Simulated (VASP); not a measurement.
# ZnGaP (P-6m2) in VASP: notebook, part 2 of 2

VASP 6.6.1.

## 4. Relaxation of cell and atoms, PBE

INCAR reads:

```
SYSTEM = ZnGaP
PREC = Accurate
ENCUT = 600
EDIFF = 1E-7
ISMEAR = 0
SIGMA = 0.05
LREAL = .FALSE.
LASPH = .TRUE.
NELM = 60
ALGO = Normal
ISIF = 3
LWAVE = .FALSE.
LCHARG = .FALSE.
GGA = PE
IBRION = 2
NSW = 60
EDIFFG = -0.005
```

KPOINTS reads:

```
regular mesh
0
G
  8 8 6
  0 0 0
```

POSCAR reads:

```
ZnGaP
1.0
    4.0159400000      0.0000000000      0.0000000000
   -2.0079700000      3.4779100000      0.0000000000
    0.0000000000      0.0000000000      4.4042000000
Zn Ga P
1 1 1
Direct
    0.0000000000      0.0000000000      0.5000000000
    0.6666700000      0.3333300000      0.0000000000
    0.3333300000      0.6666700000      0.5000000000
```

Potentials or basis: VASP PAW PBE potentials, release 64 (Zn, Ga_d, P).

Run with:

```sh
$ cat potpaw_PBE.64/Zn/POTCAR potpaw_PBE.64/Ga_d/POTCAR potpaw_PBE.64/P/POTCAR > POTCAR
$ mpirun -np 1 vasp_std > vasp.out
```

OUTCAR:

```text
SYSTEM = ZnGaP
   PREC = Accurate
   ENCUT = 600
   EDIFF = 1E-7
   ISMEAR = 0
   LREAL = .FALSE.
   LASPH = .TRUE.
   NELM = 60
   ISIF = 3
   GGA = PE
   IBRION = 2
   NSW = 60
   EDIFFG = -0.005

 ion  position               nearest neighbor table
   1  0.000  0.000  0.500-   3 2.32   3 2.32   3 2.32
   2  0.667  0.333  0.000-
   3  0.333  0.667  0.500-   1 2.32   1 2.32   1 2.32

  LATTYP: Found a hexagonal cell.
 ALAT       =     4.0159400000
 C/A-ratio  =     1.0966797313

  Lattice vectors:

 A1 = (   4.0159400000,   0.0000000000,   0.0000000000)
 A2 = (  -2.0079700000,   3.4779100000,   0.0000000000)
 A3 = (   0.0000000000,   0.0000000000,   4.4042000000)

Analysis of symmetry for initial positions (statically):
=====================================================================
 Subroutine PRICEL returns:
 Original cell was already a primitive cell.

 Routine SETGRP: Setting up the symmetry group for a
 hexagonal supercell.

 Subroutine GETGRP returns: Found  4 space group operations
[... 174 lines left out ...]
  Direction    XX          YY          ZZ          XY          YZ          ZX
  --------------------------------------------------------------------------------------
  -------------------------------------------------------------------------------------
  Total        0.0730639      0.0727656     -0.0347301     -0.0002585      0.0000000      0.0000000
  in kB        1.9030094      1.8952401     -0.9045744     -0.0067321      0.0000000      0.0000000
  external PRESSURE =       0.9645584 kB  Pullay stress =       0.0000000 kB
[... 172 lines left out ...]
--------------------------------------- Ionic step        6  -------------------------------------------

 number of electron      29.9999996 magnetization

 Free energy of the ion-electron system (eV)
  ---------------------------------------------------
  ext. energy  EPLUGINS =         0.00000000
  ---------------------------------------------------
  free energy    TOTEN  =        -9.24352432 eV

  energy without entropy =       -9.24263979  energy(sigma->0) =       -9.24308205

 E-fermi :   3.7447     XC(G=0):  -9.9978

 val. band max:        3.7370671717   @ k =  -0.1250   0.2500   0.3333
 cond. band min:       3.8630096331   @ k =  -0.2500   0.5000   0.3333
 fundamental gap:      0.1259424613
 Fermi energy:         3.7447425616

 k-point     1 :       0.0000    0.0000    0.0000
  band No.  band energies     occupation
      1     -10.9803      2.00000
      2     -10.9626      2.00000
      3     -10.9626      2.00000
      4     -10.9612      2.00000
      5     -10.9612      2.00000
      6      -8.1081      2.00000
[... 505 lines left out ...]
      6      -7.8658      2.00000
[... 11 lines left out ...]
     18       7.1035      0.00000
     19       8.1416      0.00000

 [... further k-points ...]

------------------------ aborting loop because EDIFF is reached ----------------------------------------

  FORCE on cell =-STRESS in cart. coord.  units (eV):
  Direction    XX          YY          ZZ          XY          YZ          ZX
  --------------------------------------------------------------------------------------
  -------------------------------------------------------------------------------------
  Total       -0.0059851     -0.0059305     -0.0049467      0.0000473      0.0000000      0.0000000
  in kB       -0.1558747     -0.1544514     -0.1288304      0.0012329      0.0000000      0.0000000
  external PRESSURE =      -0.1463855 kB  Pullay stress =       0.0000000 kB
[... 18 lines left out ...]
  FREE ENERGIE OF THE ION-ELECTRON SYSTEM (eV)
  ---------------------------------------------------
  free  energy   TOTEN  =        -9.2435243177 eV

  energy  without entropy=       -9.2426397918  energy(sigma->0) =       -9.24308205

 reached required accuracy - stopping structural energy minimisation
```

OSZICAR:

```text
N       E                     dE             d eps       ncg     rms          rms(c)
DAV:   1     0.172790490887E+03    0.17279E+03   -0.16295E+04  3192   0.253E+03
[... 44 lines left out ...]
       N       E                     dE             d eps       ncg     rms          rms(c)
DAV:   1    -0.924398005765E+01   -0.46792E-03   -0.78112E-03  3651   0.129E+00    0.144E-01
DAV:   2    -0.924362354925E+01    0.35651E-03   -0.14368E-03  3688   0.812E-01    0.652E-02
DAV:   3    -0.924354549593E+01    0.78053E-04   -0.10147E-04  4167   0.160E-01    0.301E-02
DAV:   4    -0.924352465604E+01    0.20840E-04   -0.19689E-05  4562   0.649E-02    0.617E-03
DAV:   5    -0.924352429024E+01    0.36580E-06   -0.55707E-06  3537   0.265E-02    0.176E-03
DAV:   6    -0.924352431767E+01   -0.27431E-07   -0.74061E-07  3402   0.116E-02
   6 F= -.92435243E+01 E0= -.92430821E+01  d E =-.354224E-04
```

Wall time 4.5 min (1 thread of Intel Xeon Platinum 8488C (Sapphire Rapids), shared host); peak memory 0.29 GiB.

What came out:

```
Free energy               : -9.2435 eV
Energy gained by relaxing : 0.0 meV/atom
Ionic steps               : 6
Pressure after relaxing   : 0.0 GPa
Band gap on the k mesh    : none (metal or under the smearing width)
```

The path:
```csv
step,energy change (eV),largest force (eV/Å),pressure (GPa),volume (Å³)
1,0.0000,0.0002,0.10,61.51
2,-0.0001,0.0001,-0.07,61.62
3,-0.0001,0.0000,-0.04,61.62
4,-0.0001,0.0001,-0.06,61.62
5,-0.0001,0.0000,-0.03,61.58
6,-0.0001,0.0001,-0.01,61.52
```

Final structure:
```
Zn Ga P
1.0
     4.02090   -0.00002    0.00000
    -2.01047    3.48220    0.00000
     0.00000    0.00000    4.39373
Zn Ga P
1 1 1
Direct
  0.00000 0.00000 0.50000
  0.66667 0.33333 0.00000
  0.33333 0.66667 0.50000
```

## 5. The reference run

An earlier run on the cell as given: functional PBE; potentials or basis VASP PAW PBE potentials, release 64 (Zn, Ga_d, P); cutoff 520 eV; k mesh 8 × 8 × 6; occupations fermi-dirac, width 0.05 eV; no spin polarisation.

- Pressure: 0.1 GPa
- Band gap on the k mesh: none (metal or under the smearing width)

## 6. Summary

| task | cell | cutoff (eV) | smearing | other keys | gap on the mesh (eV) | pressure (GPa) | relaxed volume (Å³/atom) |
| --- | --- | --- | --- | --- | --- | --- | --- |
| relaxation of cell and atoms | relaxed | 600 | fermi-dirac 0.05 eV | - | none | 0.0 | 20.48 |
| relaxation of cell and atoms | relaxed | 600 | methfessel-paxton 0.02 eV | ALGO = Fast; LMAXMIX = 6; ISMEAR = 1; SIGMA = 0.02 | none | 0.0 | 20.52 |
| relaxation of cell and atoms | relaxed | 600 | gaussian 0.05 eV | - | none | 0.0 | 20.51 |
| single point | as given | 520 | fermi-dirac 0.05 eV | - | none | 0.1 | - |

Alike in all rows: level PBE; potentials or basis VASP PAW PBE potentials, release 64 (Zn, Ga_d, P); no spin polarisation; k mesh 8 × 8 × 6.

Absolute energies hang on the potentials; compare differences alone.
